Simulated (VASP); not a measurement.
Data:

```yaml
crystal:
  lattice:
    - [0.00000, 2.50079, 2.50079]
    - [2.50079, 0.00000, 2.50079]
    - [2.50079, 2.50079, 0.00000]
  atoms:
    - { symbol: Eu, position: [0.00000, 0.00000, 0.00000] }
    - { symbol: N, position: [0.50000, 0.50000, 0.50000] }
```

Level of theory: PBEsol GGA, VASP's PBE PAW potentials (set 64) (plane waves; VASP). Run with 520 eV cut-off, Gaussian smearing of 0.050 eV, potentials Eu_2 N.

The 4f electrons are frozen in the core of the lanthanide potential, so 4f levels, which can set the real gap, and their magnetism are missing.

Give the energies of bands 5 to 8 at the high-symmetry points, in eV from the Fermi level.

| band | Γ | X | U | L | W |
|---|---|---|---|---|---|
| 5 | 0.56 | 0.27 | -0.90 | -2.78 | -1.26 |
| 6 | 0.56 | 0.57 | -0.34 | -1.37 | 0.05 |
| 7 | 0.56 | 0.57 | 0.09 | -1.37 | 0.05 |
| 8 | 5.27 | 1.97 | 4.08 | 7.10 | 5.64 |

It has no gap at this level: it comes out as a metal or semimetal.

The structure comes from a measured EuN entry (Fm-3m) of the Crystallography Open Database, whose conditions weren't checked. It was relaxed first. The electron count is odd and the run is not spin-polarised, which forces a metal.
